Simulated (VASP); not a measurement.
# A VASP study of WC (Qusongite) (r2SCAN): structure first, properties next, part 4 of 4

How well does r2SCAN reproduce what experiment finds for WC (Qusongite)? The cell is relaxed first, and properties follow on it. Left out of this account: 1 further run (relaxation: it shows nothing beyond the runs told). The start is a cell from a database of measured crystal structures.

VASP 6.6.1; r2SCAN; plane waves and PAW (W, C).

Still holding for the runs below: Spin-orbit coupling is off here; with elements this heavy it splits and shifts levels by tenths of an eV or more.

So far. Step 5 (Total and projected DOS (r2SCAN)): The finer mesh and the other smearing move the Fermi level by -0.03 eV from the 9×9×8 run, a small shift, which tests the Fermi level alone. Of the states within 0.3 eV of the Fermi level, the largest shares in the PAW spheres are W d 67 %, W p 10 % and C p 10 %. The rest lies in smaller channels or between the spheres. Step 6 (Zone-centre phonons (r2SCAN)): The three acoustic modes come out at zero, and all others are real.

## (7) Optical spectrum (r2SCAN)

LOPTICS sums transitions from filled to empty bands. NBANDS is raised for it.

INCAR reads:

```
SYSTEM = WC
PREC = Accurate
ENCUT = 520
EDIFF = 1E-06
NELM = 100
ISMEAR = 0
SIGMA = 0.05
LREAL = .FALSE.
ALGO = Normal
METAGGA = R2SCAN
LASPH = .TRUE.
NBANDS = 21
LORBIT = 11
LWAVE = .FALSE.
LCHARG = .FALSE.
KPAR = 2
LOPTICS = .TRUE.
NEDOS = 1500
CSHIFT = 0.1
```

POSCAR reads:

```
WC
1.0
    2.9087397770      0.0000000000      0.0000000000
   -1.4543698885      2.5190425399      0.0000000000
    0.0000000000      0.0000000000      2.8351408906
W C
1 1
Direct
    0.0000000000      0.0000000000      0.0000000000
    0.6666666667      0.3333333333      0.5000000000
```

KPOINTS reads:

```
Automatic mesh
0
Gamma
13 13 12
0 0 0
```

PAW data sets: W and C (PBE family, release 64).

The run is started by

```bash
> mpirun -np 2 vasp_std
```

The program printed:

```text
[... set-up lines as in an earlier step ...]
 entering main loop
       N       E                     dE             d eps       ncg     rms          rms(c)
DAV:   1    -0.155887345424E+02   -0.15589E+02   -0.46441E+03  6174   0.448E+02
DAV:   2    -0.635839569230E+02   -0.47995E+02   -0.44178E+02  7064   0.128E+02
DAV:   3    -0.647927911896E+02   -0.12088E+01   -0.12019E+01  8065   0.176E+01
DAV:   4    -0.647954278002E+02   -0.26366E-02   -0.26362E-02  7909   0.913E-01
DAV:   5    -0.647954346451E+02   -0.68448E-05   -0.68442E-05  8267   0.462E-02    0.313E+01
DAV:   6    -0.616907305183E+02    0.31047E+01   -0.81535E+00  8433   0.106E+01    0.113E+01
DAV:   7    -0.617536797231E+02   -0.62949E-01   -0.49501E-01  7617   0.323E+00    0.813E+00
DAV:   8    -0.617439541446E+02    0.97256E-02   -0.47194E-02  8712   0.104E+00    0.237E+00
DAV:   9    -0.617407605483E+02    0.31936E-02   -0.47824E-03  7706   0.350E-01    0.555E-01
DAV:  10    -0.617409922390E+02   -0.23169E-03   -0.29964E-04  7852   0.897E-02    0.590E-02
DAV:  11    -0.617409846554E+02    0.75836E-05   -0.18571E-05  7996   0.187E-02    0.880E-03
DAV:  12    -0.617409838877E+02    0.76775E-06   -0.13645E-06  8000   0.805E-03
   1 F= -.61740984E+02 E0= -.61740649E+02  d E =-.669574E-03
 optical routines
 imaginary and real dielectric function
 direction            1
 direction            2
 direction            3
```

Elapsed: 68 s, on 2 MPI ranks of Intel Xeon Platinum 8259CL at 2.50GHz (Skylake/Cascade Lake), shared host; peak memory 0.47 GiB.

From OUTCAR (step 7):

```text
   k-points           NKPTS =    147   k-points in BZ     NKDIM =    147   number of bands    NBANDS=     21

   NELECT =      10.0000    total number of electrons

 E-fermi :   8.1515

 k-point     1 :       0.0000    0.0000    0.0000
  band No.  band energies     occupation
      1      -7.0501      2.00000
      2       3.6871      2.00000
      3       4.6785      2.00000
      4       4.6785      2.00000
      5       8.3371      0.00000
      6      11.5006      0.00000
      7      11.5006      0.00000
      8      14.1483      0.00000
      9      14.1483      0.00000
    ...

  Total       -0.0001891     -0.0001891     -0.0657607      0.0000000      0.0000000      0.0000000
  in kB       -0.0145823     -0.0145823     -5.0717969      0.0000000      0.0000000      0.0000000
  external PRESSURE =      -1.7003205 kB  Pullay stress =       0.0000000 kB

 POSITION                                       TOTAL-FORCE (eV/Angst)
 -----------------------------------------------------------------------------------
      0.00000      0.00000      0.00000         0.000000      0.000000      0.000000
      1.45437      0.83968      1.41757        -0.000000     -0.000000      0.000000
 -----------------------------------------------------------------------------------
    total drift:                                0.000000     -0.000000      0.000000

  FREE ENERGIE OF THE ION-ELECTRON SYSTEM (eV)
  ---------------------------------------------------
  free  energy   TOTEN  =       -61.7409838877 eV

  energy  without entropy=      -61.7403143140  energy(sigma->0) =      -61.74064910

 plasma frequency squared (from intraband transitions) (eV^2)
  --------------------------------------------------------------------------------------
      19.281      -0.000       0.000
       0.000      19.281      -0.000
       0.000       0.000      10.327

[... 7 parts as in an earlier step ...]

[... 9 further parts left out ...]
```

These are independent-particle spectra without excitons or local fields, and fine structure depends on the mesh and on CSHIFT. The intraband (Drude) part is not in this spectrum.

This step gave:

```yaml
bands: 21
irreducible_k_points: 147
free_energy_toten: -61.7410 eV
energy_at_zero_smearing: -61.7406 eV
fermi_energy: 8.152 eV
pressure: -0.1700 GPa
```

The imaginary dielectric function has structure finer than the step of the table below, so its rows give means over 1 eV, whole bins alone (the curve runs from 0 to 25.0 eV). Peaks (eV: height): xx 0.9: 11.1, 1.5: 10.2, 2.2: 16.8, 3.7: 20.9, 4.7: 19.5, 7.6: 14.9; zz 1.2: 21.9, 1.9: 17.7, 2.9: 29.2, 3.6: 26.1, 6.2: 17.8, 7.7: 20.6.

Imaginary dielectric function against photon energy; means over each step:

| photon energy (eV) | xx | zz |
| --- | --- | --- |
| 1 | 7.27 | 7.31 |
| 2 | 10.5 | 13.2 |
| 3 | 15.7 | 22.6 |
| 4 | 17.9 | 18.7 |
| 5 | 15.7 | 13.7 |
| 6 | 10.3 | 14.9 |
| 7 | 10.9 | 12.3 |
| 8 | 12.6 | 15.3 |
| 9 | 10.4 | 6.20 |
| 10 | 6.57 | 4.33 |
| 11 | 5.06 | 3.42 |
| 12 | 4.51 | 4.13 |
| 13 | 2.63 | 4.49 |
| 14 | 1.66 | 4.09 |
| 15 | 2.13 | 2.98 |
| 16 | 2.24 | 2.95 |
| 17 | 2.39 | 1.71 |
| 18 | 1.88 | 1.18 |
| 19 | 1.75 | 1.43 |
| 20 | 1.08 | 1.11 |
| 21 | 1.13 | 1.16 |
| 22 | 0.968 | 1.14 |
| 23 | 0.741 | 0.883 |
| 24 | 0.720 | 0.854 |

Table of real dielectric function by photon energy:

| photon energy (eV) | xx | zz |
| --- | --- | --- |
| 0.0 | 24.7 | 25.3 |
| 0.5 | 23.2 | 26.6 |
| 1.0 | 21.7 | 34.3 |
| 1.5 | 18.7 | 22.4 |
| 2.0 | 25.1 | 21.3 |
| 2.5 | 17.6 | 21.7 |
| 3.0 | 17.1 | 13.1 |
| 3.5 | 13.4 | 11.3 |
| 4.0 | 6.80 | 2.10 |
| 4.5 | 7.74 | 3.72 |
| 5.0 | 0.188 | 6.38 |
| 5.5 | 0.701 | 3.91 |
| 6.0 | 2.20 | 5.25 |
| 6.5 | 2.75 | -0.944 |
| 7.0 | 3.69 | 1.17 |
| 7.5 | 3.40 | 4.50 |
| 8.0 | 0.0621 | -7.57 |
| 8.5 | -1.31 | -8.46 |
| 9.0 | -4.58 | -5.94 |
| 9.5 | -4.01 | -4.14 |
| 10.0 | -4.23 | -3.18 |
| 10.5 | -3.52 | -2.85 |
| 11.0 | -2.61 | -1.80 |
| 11.5 | -3.19 | -1.10 |
| 12.0 | -3.04 | -0.387 |
| 12.5 | -3.58 | -0.927 |
| 13.0 | -3.37 | -1.46 |
| 13.5 | -2.42 | -1.10 |
| 14.0 | -1.82 | -1.76 |
| 14.5 | -1.06 | -2.41 |
| 15.0 | -0.676 | -2.07 |
| 15.5 | -0.981 | -1.43 |
| 16.0 | -0.458 | -1.90 |
| 16.5 | -0.774 | -2.31 |
| 17.0 | -1.07 | -2.43 |
| 17.5 | -1.36 | -1.86 |
| 18.0 | -1.01 | -1.11 |
| 18.5 | -0.957 | -0.900 |
| 19.0 | -1.36 | -0.986 |
| 19.5 | -1.31 | -0.974 |
| 20.0 | -1.07 | -1.10 |
| 20.5 | -0.830 | -0.686 |
| 21.0 | -0.491 | -0.712 |
| 21.5 | -0.845 | -0.679 |
| 22.0 | -0.903 | -0.794 |
| 22.5 | -0.681 | -0.892 |
| 23.0 | -0.612 | -0.854 |
| 23.5 | -0.495 | -0.686 |
| 24.0 | -0.341 | -0.473 |
| 24.5 | -0.481 | -0.896 |

## (8) Relaxing the atoms (r2SCAN), changed input

This run is made with a changed input; what comes of it follows.

INCAR reads:

```
SYSTEM = WC
PREC = Accurate
ENCUT = 520
EDIFF = 1E-06
NELM = 89
ISMEAR = 0
SIGMA = 0.05
LREAL = .FALSE.
ALGO = Damped
METAGGA = R2SCAN
LASPH = .TRUE.
NBANDS = 11
LORBIT = 11
LWAVE = .FALSE.
LCHARG = .FALSE.
KPAR = 2
IBRION = 2
NSW = 30
ISIF = 2
EDIFFG = -0.01
TIME = 4
```

POSCAR is that of step 7.

KPOINTS reads:

```
Automatic mesh
0
Gamma
9 9 8
0 0 0
```

The run is started by

```bash
> mpirun -np 2 vasp_std
```

The program printed:

```text
[... set-up lines as in an earlier step ...]
 entering main loop
       N       E                     dE             d eps       ncg     rms           ort
DAV:   1     0.318130996018E+02    0.31813E+02   -0.49799E+03   660   0.936E+02
DAV:   2    -0.546585439251E+02   -0.86472E+02   -0.82080E+02   660   0.282E+02
DAV:   3    -0.638238030047E+02   -0.91653E+01   -0.86533E+01   660   0.825E+01
DAV:   4    -0.646963696383E+02   -0.87257E+00   -0.84619E+00   660   0.261E+01
[...]
DMP:  87     0.225705807853E+03    0.12964E+03   -0.29223E+06   660   0.635E+05  -0.560E+05
DMP:  88     0.964254782972E+02   -0.12928E+03   -0.26241E+06   660   0.570E+05  -0.503E+05
DMP:  89     0.227149982134E+03    0.13072E+03    0.18219E+05   660  -0.394E+04   0.360E+04
 final diagonalization occupied
 -----------------------------------------------------------------------------
|                                                                             |
|           W    W    AA    RRRRR   N    N  II  N    N   GGGG   !!!           |
|           W    W   A  A   R    R  NN   N  II  NN   N  G    G  !!!           |
|           W    W  A    A  R    R  N N  N  II  N N  N  G       !!!           |
|           W WW W  AAAAAA  RRRRR   N  N N  II  N  N N  G  GGG   !            |
|           WW  WW  A    A  R   R   N   NN  II  N   NN  G    G                |
|           W    W  A    A  R    R  N    N  II  N    N   GGGG   !!!           |
|                                                                             |
|     The electronic self-consistency was not achieved in the given           |
|     number of steps (NELM). The forces and other quantities evaluated       |
|     might not be reliable so examine the results carefully. If you find     |
|     spurious results, we suggest increasing NELM, if you were close to      |
|     convergence or switching to a different ALGO or adjusting the           |
|     density mixing parameters otherwise.                                    |
|                                                                             |
 -----------------------------------------------------------------------------

   1 F= 0.22714998E+03 E0= 0.22715036E+03  d E =0.227150E+03
[...]
reached required accuracy - stopping structural energy minimisation
```

Wall time 1.9 min (2 MPI ranks); peak memory 0.3 GiB.

OUTCAR, selected parts (step 8):

```text
 k-point     1 :       0.0000    0.0000    0.0000
  band No.  band energies     occupation
    ...
      2       7.7863      2.00000
      3       9.4084      2.00000
      4      11.7953      2.00000
      5      13.5672      2.00000
      6      16.5407      2.00000
      7      13.4551      0.00000
      8      11.4756      0.00000
      9       9.5962      0.00000
     10      11.4157      0.00000
     11       6.1646      0.00000

  Total       72.1623792     72.1623792     84.2087701      0.0000000      0.0000000     -0.0000000
  in kB     5565.5284712   5565.5284712   6494.6071988      0.0000000      0.0000000     -0.0000000
  external PRESSURE =    5875.2213804 kB  Pullay stress =       0.0000000 kB

 POSITION                                       TOTAL-FORCE (eV/Angst)
 -----------------------------------------------------------------------------------
      0.00000      0.00000      0.00000        -0.000000     -0.000000      0.000000
      1.45437      0.83968      1.41757         0.000000      0.000000      0.000000
 -----------------------------------------------------------------------------------
    total drift:                                0.000001     -0.000001      0.000000

  FREE ENERGIE OF THE ION-ELECTRON SYSTEM (eV)
  ---------------------------------------------------
  free  energy   TOTEN  =       227.1499821343 eV

  energy  without entropy=      227.1507329671  energy(sigma->0) =      227.15035755

[... 9 parts as in an earlier step ...]

[... 11 further parts left out ...]
```

EDIFF was not reached within NELM cycles, so the run counts as unconverged.

The fault in the input: damping step far too long (ALGO = "Damped" and TIME = 4.0). Lower TIME to 0.4 or under.

## (9) Outcome

| Item | Value |
| --- | --- |
| relaxed volume | 10.39 Å³/atom |
| relaxed conventional cell a, b, c | 2.909, 2.909, 2.835 Å; angles 90.0, 90.0, 120.0° |
| space group after relaxing, within 0.02 Å | P-6m2 (No. 187) |
| band gap | none, a metal |
| DOS at the Fermi level | 0.250 states/eV/cell |
| highest zone-centre mode | 625 cm⁻¹ |

In words: With r2SCAN, WC (Qusongite) relaxes to 10.39 Å³/atom in space group P-6m2 (held by the symmetry of the run) and comes out as a metal. Against the listed cell the volume lies +0.1 % (a +0.1 %, c -0.1 %). Bands along the symmetry lines (r2SCAN): Of the bands kept, 2 cross the Fermi level on this path. Zone-centre phonons (r2SCAN): The highest mode in this list at Γ, 625.4 cm⁻¹, is mostly motion of C (94 % of the kinetic energy). Spin-orbit coupling is left out, and with elements this heavy it would split and shift bands near the Fermi level. Modes at Γ alone can't show that the crystal is stable at other wave vectors. No search among competing phases was made, and a listed structure need not be the one stable at ambient conditions. All values are for a static lattice at zero temperature.

Calculation against experiment:

| quantity | measured | r2SCAN |
| --- | --- | --- |
| lattice constant a (Å) | 2.906 | 2.909 (+0.1 %) |
| lattice constant c (Å) | 2.837 | 2.835 (-0.1 %) |

Measured values from arxiv:2411.15754 (2024).

**Verdict.** The lattice constant a is off by +0.1 %: good agreement. The lattice constant c is off by -0.1 %: good agreement. The grades are ours: good and fair within 0.7 and 1.5 % for the lattice constant a and 0.8 and 2 % for the lattice constant c. For lattice constants the calculation has a static lattice, without zero-point motion or thermal expansion.

[Lines on the potential files, build, host, timing and source positions are cut from VASP's logs without a mark.]

[Logs are printed without paths, hosts, clocks, repeated set-up lines and the standing remarks that a program may print on its own settings, such as how far it seeks lower states.]

[Hosts, paths, dates, database ids (printed as entryN), source tags and the programs' standing remarks are cut or masked in the printed files.]

[A measured line is paired with the nearest computed mode of its activity, which favours agreement.]
